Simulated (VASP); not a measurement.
# SrHfAs2 with PBE + D3: from relaxation to properties

What structure does SrHfAs2 take at this level, and what are its properties? The steps: rough relaxation of the start cell, relaxing cell and atoms (PBE + D3), single point with fields (PBE + D3), bands along the symmetry lines (PBE + D3), total and projected DOS (PBE + D3), bands along the symmetry lines (TB-mBJ), volume scan with PBE + D3, fit for PBE + D3, electric field gradients (PBE + D3) and vibrations at Γ (PBE + D3). The cell is invented: it takes the structure of a Materials Project entry for SrHfN2 (space group 166 there), with some of its atoms replaced by other elements, volume scaled by an estimate. It may not be a known or stable phase.

Method: PBE with D3; plane waves and PAW (Hf_pv, Sr_sv, As), in the first sound run; inputs show where later runs differ, in VASP 6.6.1.

## 1. The structure

Before any relaxation, the start is as follows. Symmetry: R-3m, No. 166, trigonal system. The conventional cell has a = 3.757 Å, b = 3.757 Å, c = 19.884 Å, α = 90.00°, β = 90.00°, γ = 120.00°. Hf has 6 As at 2.53 Å nearest. Sr has 6 As at 2.95 Å nearest. Nearest to As lie 3 Hf at 2.53 Å and 3 Sr at 2.95 Å. It derives from SrHfN2. it takes the structure of a Materials Project entry for SrHfN2 (space group 166 there), with some of its atoms replaced by other elements, volume scaled by an estimate. Farther neighbours are not listed.

As a file:

```xyz
4
Lattice="1.8784 1.0845 6.6280 -1.8784 1.0845 6.6280 0.0000 -2.1690 6.6280" Properties=species:S:1:pos:R:3 pbc="T T T"
Hf    0.0000    0.0000    9.9420
Sr    0.0000    0.0000    0.0000
As    0.0000    0.0000    4.6257
As    0.0000    0.0000   15.2584
```

## 2. Rough relaxation of the start cell

The start is only an estimate, so a cheap relaxation brings it near a minimum before any careful run. PBE, the usual starting point, adds the gradient of the density. A dispersion term adds the long-range attraction that semilocal functionals lack. D3 makes the C6 coefficients depend on coordination; zero damping switches the term off at short range.

INCAR

```
SYSTEM = SrHfAs2
PREC = Normal
ENCUT = 400
EDIFF = 1E-05
NELM = 60
ISMEAR = 0
SIGMA = 0.05
LREAL = .FALSE.
ALGO = Fast
GGA = PE
IVDW = 11
NBANDS = 21
LORBIT = 11
LWAVE = .FALSE.
LCHARG = .FALSE.
KPAR = 2
IBRION = 2
NSW = 40
ISIF = 3
EDIFFG = -0.04
```

POSCAR

```
SrHfAs2
1.0
    1.8784470000      1.0845220000      6.6280140000
   -1.8784470000      1.0845220000      6.6280140000
    0.0000000000     -2.1690440000      6.6280140000
Hf Sr As
1 1 2
Direct
    0.5000000000      0.5000000000      0.5000000000
    0.0000000000      0.0000000000      0.0000000000
    0.2326320000      0.2326320000      0.2326320000
    0.7673680000      0.7673680000      0.7673680000
```

KPOINTS

```
Automatic mesh
0
Gamma
5 5 5
0 0 0
```

Potentials, in the order of the species: Hf_pv, Sr_sv and As (PBE family, release 64).

Launch:

```bash
mpirun -np 2 vasp_std
```

The program printed:

```text
[banner, memory and clock lines left out]
running    2 mpi-ranks, on    1 nodes
 distrk:  each k-point on    1 cores,    2 groups
 distr:  one band on    1 cores,    1 groups

 POSCAR found type information on POSCAR HfSrAs
 POSCAR found :  3 types and       4 ions
 LDA part: xc-table for (Slater+PW92), standard interpolation
 POSCAR, INCAR and KPOINTS ok, starting setup
 FFT: planning ... GRIDC
 FFT: planning ... GRID_SOFT
 FFT: planning ... GRID
 WAVECAR not read
 entering main loop
       N       E                     dE             d eps       ncg     rms          rms(c)
DAV:   1     0.115002244450E+03    0.11500E+03   -0.13083E+04   798   0.109E+03
DAV:   2    -0.181169582755E+02   -0.13312E+03   -0.12673E+03   948   0.244E+02
DAV:   3    -0.249802577714E+02   -0.68633E+01   -0.67396E+01  1244   0.434E+01
DAV:   4    -0.251545114512E+02   -0.17425E+00   -0.17395E+00  1095   0.605E+00
DAV:   5    -0.251578085250E+02   -0.32971E-02   -0.32968E-02  1123   0.767E-01    0.626E+01
RMM:   6    -0.239382255051E+02    0.12196E+01   -0.25074E+00   831   0.615E+00    0.395E+01
RMM:   7    -0.240684931199E+02   -0.13027E+00   -0.28302E+00   879   0.712E+00    0.547E+00
RMM:   8    -0.239205777412E+02    0.14792E+00   -0.59612E-01   831   0.347E+00    0.902E-01
RMM:   9    -0.239156036772E+02    0.49741E-02   -0.41350E-02   911   0.977E-01    0.675E-01
RMM:  10    -0.239165336234E+02   -0.92995E-03   -0.13862E-02  1025   0.431E-01    0.348E-01
RMM:  11    -0.239168085624E+02   -0.27494E-03   -0.37686E-03  1030   0.220E-01    0.166E-01
RMM:  12    -0.239168920379E+02   -0.83476E-04   -0.11319E-03  1028   0.121E-01    0.432E-02
RMM:  13    -0.239169325024E+02   -0.40464E-04   -0.42352E-04   929   0.672E-02    0.223E-02
RMM:  14    -0.239169449428E+02   -0.12440E-04   -0.11285E-04   788   0.375E-02    0.179E-02
RMM:  15    -0.239169491531E+02   -0.42103E-05   -0.38763E-05   683   0.245E-02
   1 F= -.25310860E+02 E0= -.25310436E+02  d E =-.253109E+02
 curvature:   0.00 expect dE= 0.000E+00 dE for cont linesearch  0.000E+00
 trial: gam= 0.00000 g(F)=  0.584E+00 g(S)=  0.439E+01 ort = 0.000E+00 (trialstep = 0.100E+01)
 search vector abs. value=  0.497E+01
 bond charge predicted
       N       E                     dE             d eps       ncg     rms          rms(c)
DAV:   1    -0.371325145996E+02   -0.13216E+02   -0.37453E+02   803   0.125E+02    0.762E+01
RMM:   2    -0.291114725443E+02    0.80210E+01   -0.33354E+01   935   0.327E+01    0.255E+01
RMM:   3    -0.254037471391E+02    0.37077E+01   -0.10495E+01   962   0.169E+01    0.235E+01
RMM:   4    -0.250062763658E+02    0.39747E+00   -0.25066E+00  1055   0.754E+00    0.143E+01
RMM:   5    -0.246583642420E+02    0.34791E+00   -0.91886E-01  1052   0.450E+00    0.612E+00
RMM:   6    -0.246160073847E+02    0.42357E-01   -0.65094E-01   983   0.353E+00    0.144E+00
RMM:   7    -0.246261560751E+02   -0.10149E-01   -0.85580E-02  1124   0.142E+00    0.811E-01
RMM:   8    -0.246350847906E+02   -0.89287E-02   -0.38454E-02  1082   0.820E-01    0.740E-01
RMM:   9    -0.246355209740E+02   -0.43618E-03   -0.17451E-02  1092   0.522E-01    0.128E-01
RMM:  10    -0.246362564674E+02   -0.73549E-03   -0.72607E-03  1186   0.300E-01    0.703E-02
RMM:  11    -0.246366065897E+02   -0.35012E-03   -0.32993E-03  1130   0.169E-01    0.251E-02
RMM:  12    -0.246367730436E+02   -0.16645E-03   -0.14868E-03   997   0.110E-01    0.184E-02
RMM:  13    -0.246368582374E+02   -0.85194E-04   -0.76913E-04   913   0.741E-02    0.140E-02
RMM:  14    -0.246369013874E+02   -0.43150E-04   -0.38692E-04   819   0.525E-02    0.103E-02
RMM:  15    -0.246369246054E+02   -0.23218E-04   -0.20574E-04   765   0.402E-02    0.105E-02
RMM:  16    -0.246369361962E+02   -0.11591E-04   -0.10909E-04   671   0.306E-02    0.492E-03
RMM:  17    -0.246369427510E+02   -0.65548E-05   -0.63074E-05   634   0.248E-02
   2 F= -.25586472E+02 E0= -.25586360E+02  d E =-.275612E+00
[...]
3 F= -.26411421E+02 E0= -.26410838E+02  d E =-.110056E+01
[...]
4 F= -.26412316E+02 E0= -.26411697E+02  d E =-.110146E+01
[...]
5 F= -.26412324E+02 E0= -.26411670E+02  d E =-.110146E+01
[...]
6 F= -.26419852E+02 E0= -.26419257E+02  d E =-.752774E-02
[...]
7 F= -.26423577E+02 E0= -.26423057E+02  d E =-.112526E-01
 curvature:  -1.06 expect dE=-0.117E-02 dE for cont linesearch -0.481E-07
 trial: gam= 0.07550 g(F)=  0.905E-04 g(S)=  0.101E-02 ort =-0.220E-04 (trialstep = 0.114E+01)
 search vector abs. value=  0.116E-02
 bond charge predicted
       N       E                     dE             d eps       ncg     rms          rms(c)
DAV:   1    -0.252904011716E+02   -0.11788E-01   -0.12838E-01   963   0.230E+00    0.907E-01
RMM:   2    -0.252874423799E+02    0.29588E-02   -0.76382E-03   900   0.560E-01    0.377E-01
RMM:   3    -0.252862679096E+02    0.11745E-02   -0.38034E-03   858   0.375E-01    0.150E-01
RMM:   4    -0.252863001218E+02   -0.32212E-04   -0.57934E-04   985   0.136E-01    0.109E-01
RMM:   5    -0.252863130898E+02   -0.12968E-04   -0.14606E-04   890   0.544E-02    0.249E-02
RMM:   6    -0.252863075191E+02    0.55707E-05   -0.98231E-05   772   0.458E-02
   8 F= -.26423666E+02 E0= -.26423187E+02  d E =-.888766E-04
 trial-energy change:   -0.000089  1 .order   -0.000119   -0.001257    0.001020
 step:   0.6296(harm=  0.6296)  dis= 0.00165  next Energy=   -26.423924 (dE=-0.347E-03)
 reached required accuracy - stopping structural energy minimisation
```

Run time: 3.1 min. Hardware: 2 MPI ranks of AMD EPYC 7R43, shared host; peak memory 0.41 GiB.

The logs omit lines about the potential files and the build; timing stands in the text.

Parts of OUTCAR (step 2):

```text
ion  position               nearest neighbor table
   1  0.500  0.500  0.500-   3 2.53   3 2.53   4 2.53   4 2.53   3 2.53   4 2.53   2 3.96   2 3.96
                             2 3.96   2 3.96   2 3.96   2 3.96
   2  0.000  0.000  0.000-   4 2.95   4 2.95   3 2.95   3 2.95   4 2.95   3 2.95   1 3.96   1 3.96
                             1 3.96   1 3.96   1 3.96   1 3.96
   3  0.233  0.233  0.233-   1 2.53   1 2.53   1 2.53   2 2.95   2 2.95   2 2.95
   4  0.767  0.767  0.767-   1 2.53   1 2.53   1 2.53   2 2.95   2 2.95   2 2.95

  LATTYP: Found a trigonal (rhomboedric) cell.
 ALAT       =     6.9739028302
 COS(alpha) =     0.8548970734

 Subroutine GETGRP returns: Found 12 space group operations
 (whereof 12 operations were pure point group operations)

The static configuration has the point symmetry D_3d.

 Found     19 irreducible k-points:

   k-points           NKPTS =     19   k-points in BZ     NKDIM =     19   number of bands    NBANDS=     21

   dimension x,y,z NGX =    36 NGY =   36 NGZ =   36
   dimension x,y,z NGXF=    72 NGYF=   72 NGZF=   72

   ENCUT  =  400.0 eV  29.40 Ry    5.42 a.u.  11.37 11.37 11.37*2*pi/ulx,y,z

   NELECT =      30.0000    total number of electrons

 k-points in reciprocal lattice and weights: Automatic mesh
   0.00000000  0.00000000  0.00000000       0.008
   0.20000000  0.00000000  0.00000000       0.048
   0.40000000  0.00000000  0.00000000       0.048
   0.20000000  0.20000000  0.00000000       0.048
   0.40000000  0.20000000  0.00000000       0.096
  -0.40000000  0.20000000 -0.00000000       0.096
  -0.20000000  0.20000000  0.00000000       0.048
   0.40000000  0.40000000  0.00000000       0.048
  -0.40000000  0.40000000  0.00000000       0.048
[...]
0.40000000  0.40000000  0.40000000       0.016
  -0.40000000  0.40000000  0.40000000       0.048

 Edisp (eV)   -1.14496

 average (electrostatic) potential at core
       1 -39.0502       2 -36.5549       3 -49.4900       4 -49.4900

 E-fermi :   4.1985

 k-point     1 :       0.0000    0.0000    0.0000
  band No.  band energies     occupation
    ...
      8      -7.3186      2.00000
      9      -5.5186      2.00000
     10      -0.4191      2.00000
     11       1.8582      2.00000
     12       1.8582      2.00000
     13       4.4366      0.00000
     14       4.7930      0.00000
     15       4.7930      0.00000
     16       5.1417      0.00000
     17       5.2321      0.00000
    ...

 k-point     2 :       0.2000    0.0000    0.0000
  band No.  band energies     occupation
    ...
     11       1.4347      2.00000
     12       2.0462      2.00000
     13       2.2350      2.00000
     14       3.6161      2.00000
     15       3.7425      2.00000
     16       5.0035      0.00000
     17       6.1765      0.00000
     18       6.3009      0.00000
     19       7.1787      0.00000
     20       7.6006      0.00000
    ...

 k-point     3 :       0.4000    0.0000    0.0000
  band No.  band energies     occupation
    ...
     11       0.8335      2.00000
     12       1.6184      2.00000
     13       2.2412      2.00000
     14       2.5304      2.00000
     15       2.9892      2.00000
     16       4.8483      0.00000
     17       6.3704      0.00000
     18       6.6815      0.00000
     19       6.8452      0.00000
     20       8.3677      0.00000
    ...

 Edisp (eV)   -1.13736

  Total      -0.12822    -0.12822    -0.13648     0.00000     0.00000     0.00000
  in kB      -2.12219    -2.12219    -2.25887     0.00000     0.00000     0.00000
  external pressure =       -2.17 kB  Pullay stress =        0.00 kB

  energy-cutoff  :      400.00
  volume of cell :       96.81
      direct lattice vectors                 reciprocal lattice vectors
     1.996906259  1.152914507  7.007973222     0.250387317  0.144561167  0.047564870
    -1.996906259  1.152914507  7.007973222    -0.250387317  0.144561167  0.047564870
    -0.000000000 -2.305829015  7.007973222     0.000000000 -0.289122334  0.047564870

 POSITION                                       TOTAL-FORCE (eV/Angst)
 -----------------------------------------------------------------------------------
     -0.00000      0.00000     10.51196         0.000000     -0.000000      0.000000
      0.00000      0.00000      0.00000        -0.000000     -0.000000      0.000000
     -0.00000      0.00000      4.99307         0.000000     -0.000000     -0.030696
     -0.00000      0.00000     16.03085        -0.000000      0.000000      0.030696
 -----------------------------------------------------------------------------------
    total drift:                               -0.000000     -0.000000     -0.000000

  FREE ENERGIE OF THE ION-ELECTRON SYSTEM (eV)
  ---------------------------------------------------
  free  energy   TOTEN  =       -26.4236655383 eV

  energy  without entropy=      -26.4227088126  energy(sigma->0) =      -26.42318718

 reached required accuracy - stopping structural energy minimisation

 total charge
# of ion       s       p       d       tot
------------------------------------------
    1        0.296   6.398   1.436   8.130
    2        2.017   5.778   0.273   8.068
    3        1.207   1.655   0.019   2.881
    4        1.207   1.655   0.019   2.881
--------------------------------------------------
tot          4.727  15.487   1.746  21.960

[... 3 further parts left out ...]
```

CONTCAR:

```
SrHfAs2
   1.00000000000000
     1.9969062587185749    1.1529145074128859    7.0079732216109250
    -1.9969062587185749    1.1529145074128859    7.0079732216109250
    -0.0000000000000000   -2.3058290148257718    7.0079732216109250
  Hf              Sr              As
     1     1     2
Direct
     0.5000000000000000    0.5000000000000000    0.5000000000000000
     0.0000000000000000    0.0000000000000000    0.0000000000000000
     0.2374946682670203    0.2374946682670203    0.2374946682670203
     0.7625053317329797    0.7625053317329797    0.7625053317329797
```

The k-mesh is coarse for a metal. Harder data sets than Hf_pv exist (the GW ones), and pressures, volumes and forces can shift noticeably with them. This relaxation is a rough one on cheap settings, only to bring the start near its minimum. After so large a change of volume the plane waves of the start cell no longer fit, so the final stress carries a basis-set error. The run keeps the 12 symmetry operations of its start, so it cannot find a distortion of lower symmetry.

Relaxation path:

```
step  energy less that of the first step (eV)  largest force (eV/Å)  pressure (GPa)  volume (Å³)
   1                                   0.0000                2.4592           21.78        81.02
   2                                  -0.2756                0.8562          -10.32       117.77
   3                                  -1.1006                0.2593           -0.72        98.15
   4                                  -1.1015                0.2943           -0.48        97.74
   5                                  -1.1015                0.3242           -0.19        97.38
   6                                  -1.1090                0.2014            0.01        96.88
   7                                  -1.1127                0.0306            0.28        96.19
   8                                  -1.1128                0.0307           -0.22        96.81
```

```
conventional cell, symmetrised  before   after   change
                         a (Å)   3.757   3.994   +6.3 %
                         b (Å)   3.757   3.994   +6.3 %
                         c (Å)  19.884  21.024   +5.7 %
              volume (Å³/atom)   20.25   24.20  +19.5 %
```

The atoms that moved most (Å, as changes of fractional coordinates times the final cell):

```
atom     dx     dy      dz  length
 As4  0.000  0.000  -0.102   0.102
 As3  0.000  0.000   0.102   0.102
```

The relaxed structure:

```xyz
4
Lattice="1.9969 1.1529 7.0080 -1.9969 1.1529 7.0080 0.0000 -2.3058 7.0080" Properties=species:S:1:pos:R:3 pbc="T T T"
Hf    0.0000    0.0000   10.5120
Sr    0.0000    0.0000    0.0000
As    0.0000    0.0000    4.9931
As    0.0000    0.0000   16.0309
```

Numbers from this step:

| Property | Result |
| --- | --- |
| electrons | 30 |
| bands | 21 |
| irreducible k-points | 19 |
| symmetry operations | 12 |
| free energy (TOTEN) | -26.42 eV |
| energy at zero smearing | -26.42 eV |
| Fermi energy | 4.199 eV |
| pressure | -0.2168 GPa |
| metallic | yes |
| SCF cycles over all ionic steps | 75 |

It ends with a largest force of 0.031 eV/Å and a pressure of -0.22 GPa.

(Continued in part 2 of 6.)

[Lines on the potential files, build, host, timing and source positions are cut from VASP's logs without a mark.]

[Logs are printed without paths, hosts, clocks, repeated set-up lines and the standing remarks that a program may print on its own settings, such as how far it seeks lower states.]

[Hosts, paths, dates, database ids (printed as entryN), source tags and the programs' standing remarks are cut or masked in the printed files.]

[A measured line is paired with the nearest computed mode of its activity, which favours agreement.]
